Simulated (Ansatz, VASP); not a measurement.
**Cross-check of CuAgI2 (alpha-NaFeO2 type (invented)) between VASP and Ansatz**

One calculation is typed for both programs; each brings its own data sets. How far apart do they land? The cell is generated by rule, not measured, and may not be a known phase. The cell is taken from a series of runs on this material, whose earlier steps may have relaxed, scaled, displaced or heated it; both programs get it as it stands.

Program: Ansatz 0.2.0. Level of theory: plane waves, with VASP 6.6.1 beside it; relaxation of cell and atoms at PBEsol. Results are calculated unless marked as measured.

## 1. Starting point

It takes space group R-3m (No. 166, trigonal). Conventional cell: a = 4.063 Å, b = 4.063 Å, c = 20.381 Å, α = 90.00°, β = 90.00°, γ = 120.00°. Nearest to Cu lie 6 I at 2.82 Å. Ag has 6 I at 2.98 Å nearest. I has 3 Cu at 2.82 Å and 3 Ag at 2.98 Å nearest. Farther neighbours and most contacts between anions are not listed.

Coordinates:

```xyz
4
Lattice="2.0316 1.1730 6.7935 -2.0316 1.1730 6.7935 0.0000 -2.3459 6.7935" Properties=species:S:1:pos:R:3 pbc="T T T"
Cu    0.0000    0.0000    0.0000
Ag    0.0000    0.0000   10.1903
I     0.0000    0.0000    5.2370
I     0.0000    0.0000   15.1436
```

## 2. VASP: relaxation of cell and atoms, PBEsol

The relaxed volume is the usual yardstick between codes: in a stiff, nearly cubic crystal its relative difference is about their pressure difference at one cell divided by the bulk modulus.

Lines of VASP's logs that name or quote its potential files are left out, and so is its time.

Input file INCAR:

```
SYSTEM = CuAgI2
PREC = Accurate
ENCUT = 600
EDIFF = 1E-07
NELM = 120
ISMEAR = 0
SIGMA = 0.1
LREAL = .FALSE.
ALGO = Normal
GGA = PS
NBANDS = 24
LASPH = .TRUE.
LORBIT = 11
LWAVE = .FALSE.
LCHARG = .FALSE.
ISIF = 3
IBRION = 2
NSW = 80
EDIFFG = -0.005
GGA_COMPAT = .FALSE.
NELMIN = 4
KPAR = 2
```

Input file POSCAR:

```
CuAgI2
1.0
    2.0316450000      1.1729710000      6.7935390000
   -2.0316450000      1.1729710000      6.7935390000
    0.0000000000     -2.3459410000      6.7935400000
Cu Ag I
1 1 2
Direct
    0.0000000000      0.0000000000      0.0000000000
    0.4999999290      0.4999999290      0.5000001421
    0.2569592961      0.2569592961      0.2569594057
    0.7430405618      0.7430405618      0.7430408785
```

Input file KPOINTS:

```
Automatic mesh
0
Gamma
12 12 12
0 0 0
```

PAW data sets: Cu, Ag and I (PBE family, release 64).

Run with:

```
$ mpirun -np 2 vasp_std
```

Numbers of over 12 decimals in the logs are rounded to 6 here.

What it wrote:

```text
[banner, memory and clock lines left out]
running    2 mpi-ranks, on    1 nodes
 distrk:  each k-point on    1 cores,    2 groups
 distr:  one band on    1 cores,    1 groups

 POSCAR found type information on POSCAR CuAgI
 POSCAR found :  3 types and       4 ions
|                                                                             |
|               ----> ADVICE to this user running VASP <----                  |
|                                                                             |
|     You enforced a specific xc type in the INCAR file but a different       |
|     [... a line on the potential file left out ...]
|     I HOPE YOU KNOW WHAT YOU ARE DOING!                                     |
|                                                                             |

 LDA part: xc-table for (Slater+PW92), standard interpolation
 POSCAR, INCAR and KPOINTS ok, starting setup
 FFT: planning ... GRIDC
 FFT: planning ... GRID_SOFT
 FFT: planning ... GRID
 WAVECAR not read
 entering main loop
       N       E                     dE             d eps       ncg     rms          rms(c)
DAV:   1     0.272547172923E+03    0.27255E+03   -0.17300E+04  9072   0.172E+03
DAV:   2     0.111479679739E+02   -0.26140E+03   -0.24904E+03  9376   0.349E+02
DAV:   3    -0.108251868835E+02   -0.21973E+02   -0.21365E+02 11760   0.102E+02
DAV:   4    -0.116552200077E+02   -0.83003E+00   -0.82853E+00 11640   0.183E+01
DAV:   5    -0.116777009032E+02   -0.22481E-01   -0.22478E-01 12960   0.325E+00    0.108E+01
DAV:   6    -0.115530287664E+02    0.12467E+00   -0.79323E+00 10928   0.562E+01    0.662E+00
DAV:   7    -0.112364763758E+02    0.31655E+00   -0.24410E+00 11048   0.657E+01    0.417E+00
DAV:   8    -0.112476383324E+02   -0.11162E-01   -0.19854E-01 11200   0.338E+00    0.123E+00
DAV:   9    -0.112391455265E+02    0.84928E-02   -0.82634E-02 12064   0.770E+00    0.204E-01
DAV:  10    -0.112389061735E+02    0.23935E-03   -0.82636E-03 14048   0.207E+00    0.747E-02
DAV:  11    -0.112389308468E+02   -0.24673E-04   -0.30794E-04 12056   0.122E-01    0.503E-02
DAV:  12    -0.112389389434E+02   -0.80966E-05   -0.22851E-04 12576   0.385E-01    0.320E-02
DAV:  13    -0.112389261733E+02    0.12770E-04   -0.66382E-05 12216   0.234E-01    0.707E-03
DAV:  14    -0.112389262012E+02   -0.27864E-07   -0.33516E-06 11096   0.121E-02    0.285E-03
DAV:  15    -0.112389260345E+02    0.16668E-06   -0.53660E-07 10680   0.959E-03    0.211E-03
DAV:  16    -0.112389260291E+02    0.54151E-08   -0.18849E-07  7464   0.118E-02
   1 F= -.11238926E+02 E0= -.11237627E+02  d E =-.112389E+02
 curvature:   0.00 expect dE= 0.000E+00 dE for cont linesearch  0.000E+00
 trial: gam= 0.00000 g(F)=  0.941E-05 g(S)=  0.826E-05 ort = 0.000E+00 (trialstep = 0.100E+01)
 search vector abs. value=  0.177E-04
 bond charge predicted
       N       E                     dE             d eps       ncg     rms          rms(c)
DAV:   1    -0.112390250061E+02   -0.98972E-04   -0.20375E-03 11248   0.620E-01    0.751E-02
DAV:   2    -0.112389692870E+02    0.55719E-04   -0.84775E-04 11184   0.705E-01    0.316E-02
DAV:   3    -0.112389423675E+02    0.26919E-04   -0.22674E-04 11520   0.451E-01    0.178E-02
DAV:   4    -0.112389389789E+02    0.33886E-05   -0.12959E-05 13736   0.611E-02    0.102E-02
DAV:   5    -0.112389376297E+02    0.13492E-05   -0.23997E-06 13296   0.383E-02    0.266E-03
DAV:   6    -0.112389374496E+02    0.18005E-06   -0.54791E-07 10960   0.163E-02    0.151E-03
DAV:   7    -0.112389374389E+02    0.10790E-07   -0.48467E-08  5880   0.345E-03
   2 F= -.11238937E+02 E0= -.11237642E+02  d E =-.114098E-04
 trial-energy change:   -0.000011  1 .order   -0.000013   -0.000018   -0.000008
 step:   1.8124(harm=  1.8124)  dis= 0.00086  next Energy=   -11.238942 (dE=-0.160E-04)
 bond charge predicted
       N       E                     dE             d eps       ncg     rms          rms(c)
DAV:   1    -0.112389971243E+02   -0.59675E-04   -0.13483E-03 11176   0.505E-01    0.610E-02
DAV:   2    -0.112389603590E+02    0.36765E-04   -0.56118E-04 11064   0.574E-01    0.257E-02
DAV:   3    -0.112389424934E+02    0.17866E-04   -0.14954E-04 11304   0.367E-01    0.144E-02
DAV:   4    -0.112389402285E+02    0.22649E-05   -0.86032E-06 13816   0.490E-02    0.834E-03
DAV:   5    -0.112389392916E+02    0.93689E-06   -0.15951E-06 13000   0.314E-02    0.219E-03
DAV:   6    -0.112389391530E+02    0.13863E-06   -0.35673E-07  8976   0.138E-02    0.108E-03
DAV:   7    -0.112389391438E+02    0.91686E-08   -0.46818E-08  5568   0.397E-03
   3 F= -.11238939E+02 E0= -.11237646E+02  d E =-.131147E-04
 curvature:  -0.91 expect dE=-0.699E-05 dE for cont linesearch -0.470E-07
 trial: gam= 0.49096 g(F)=  0.111E-05 g(S)=  0.661E-05 ort =-0.958E-06 (trialstep = 0.116E+01)
 search vector abs. value=  0.110E-04
 reached required accuracy - stopping structural energy minimisation
```

Parts of OUTCAR (step 2):

```text
ion  position               nearest neighbor table
   1  0.000  0.000  0.000-   4 2.82   4 2.82   3 2.82   3 2.82   3 2.82   4 2.82
   2  0.500  0.500  0.500-   3 2.98   3 2.98   4 2.98   4 2.98   3 2.98   4 2.98
   3  0.257  0.257  0.257-   1 2.82   1 2.82   1 2.82   2 2.98   2 2.98   2 2.98
   4  0.743  0.743  0.743-   1 2.82   1 2.82   1 2.82   2 2.98   2 2.98   2 2.98

  LATTYP: Found a trigonal (rhomboedric) cell.
 ALAT       =     7.1871840464
 COS(alpha) =     0.8401884696

 Subroutine GETGRP returns: Found 12 space group operations
 (whereof 12 operations were pure point group operations)

The static configuration has the point symmetry D_3d.

 Found    189 irreducible k-points:

   k-points           NKPTS =    189   k-points in BZ     NKDIM =    189   number of bands    NBANDS=     24

   dimension x,y,z NGX =    60 NGY =   60 NGZ =   60
   dimension x,y,z NGXF=   120 NGYF=  120 NGZF=  120

   ENCUT  =  600.0 eV  44.10 Ry    6.64 a.u.  14.35 14.35 14.35*2*pi/ulx,y,z

   NELECT =      36.0000    total number of electrons

 k-points in reciprocal lattice and weights: Automatic mesh
   0.00000000  0.00000000  0.00000000       0.001
   0.08333333  0.00000000  0.00000000       0.003
   0.16666667  0.00000000  0.00000000       0.003
   0.25000000 -0.00000000  0.00000000       0.003
   0.33333333 -0.00000000  0.00000000       0.003
   0.41666667 -0.00000000  0.00000000       0.003
   0.50000000 -0.00000000  0.00000000       0.002
   0.08333333  0.08333333  0.00000000       0.003
   0.16666667  0.08333333  0.00000000       0.007
[...]
-0.41666667  0.50000000  0.41666667       0.003
   0.50000000  0.50000000  0.50000000       0.001

 average (electrostatic) potential at core
       1 -63.5989       2 -71.9868       3 -89.9744       4 -89.9744

 E-fermi :   6.4047

 k-point     1 :       0.0000    0.0000    0.0000
  band No.  band energies     occupation
    ...
     14       4.6228      2.00000
     15       4.6228      2.00000
     16       4.6678      2.00000
     17       6.3673      1.40337
     18       6.3673      1.40337
     19       7.2001      0.00000
     20       9.1795      0.00000
     21      11.0238      0.00000
     22      11.0238      0.00000
     23      12.0827      0.00000
    ...

 k-point     2 :       0.0833    0.0000    0.0000
  band No.  band energies     occupation
    ...
     14       4.6817      2.00000
     15       4.7157      2.00000
     16       4.7832      2.00000
     17       5.9940      2.00000
     18       6.2711      1.94126
     19       7.7073      0.00000
     20       9.5565      0.00000
     21      10.4883      0.00000
     22      11.2447      0.00000
     23      12.7698      0.00000
    ...

 k-point     3 :       0.1667    0.0000    0.0000
  band No.  band energies     occupation
    ...
     14       4.7415      2.00000
     15       4.9016      2.00000
     16       4.9139      2.00000
     17       5.4066      2.00000
     18       6.0474      2.00000
     19       8.6864      0.00000
     20       9.4287      0.00000
     21      10.8343      0.00000
     22      11.8212      0.00000
     23      12.5058      0.00000
    ...

  Total       -0.0156681     -0.0156681     -0.0075653     -0.0000000      0.0000000      0.0000000
  in kB       -0.2582330     -0.2582329     -0.1246871     -0.0000000      0.0000001      0.0000000
  external PRESSURE =      -0.2137176 kB  Pullay stress =       0.0000000 kB

  energy-cutoff  :      600.00
  volume of cell :       97.21
      direct lattice vectors                 reciprocal lattice vectors
     2.031866208  1.173098714  6.797282376     0.246079195  0.142073918  0.049039197
    -2.031866208  1.173098714  6.797282376    -0.246079195  0.142073918  0.049039197
     0.000000000 -2.346196429  6.797283377     0.000000000 -0.284147794  0.049039218

 POSITION                                       TOTAL-FORCE (eV/Angst)
 -----------------------------------------------------------------------------------
     -0.00000      0.00000      0.00000        -0.000000      0.000000     -0.000000
      0.00000      0.00000     10.19592         0.000000      0.000000     -0.000000
      0.00000     -0.00000      5.23901         0.000000     -0.000000     -0.003385
      0.00000      0.00000     15.15284        -0.000000      0.000000      0.003385
 -----------------------------------------------------------------------------------
    total drift:                                0.000000      0.000617     -0.000000

  FREE ENERGIE OF THE ION-ELECTRON SYSTEM (eV)
  ---------------------------------------------------
  free  energy   TOTEN  =       -11.2389391438 eV

  energy  without entropy=      -11.2363538085  energy(sigma->0) =      -11.23764648

 reached required accuracy - stopping structural energy minimisation

 total charge
# of ion       s       p       d       tot
------------------------------------------
    1        0.292   0.210   9.341   9.844
    2        0.288   0.191   9.298   9.776
    3        1.511   2.718   0.046   4.275
    4        1.511   2.718   0.046   4.275
--------------------------------------------------
tot          3.603   5.837  18.730  28.170

[... 3 further parts left out ...]
```

The run keeps the 12 symmetry operations of its start, so it cannot find a distortion of lower symmetry.

(Continued in part 2 of 2.)

[Lines on the potential files, build, host, timing and source positions are cut from VASP's logs without a mark.]

[Logs are printed without paths, hosts, clocks, repeated set-up lines and the standing remarks that a program may print on its own settings, such as how far it seeks lower states.]

[Hosts, paths, dates, database ids (printed as entryN), source tags and the programs' standing remarks are cut or masked in the printed files.]
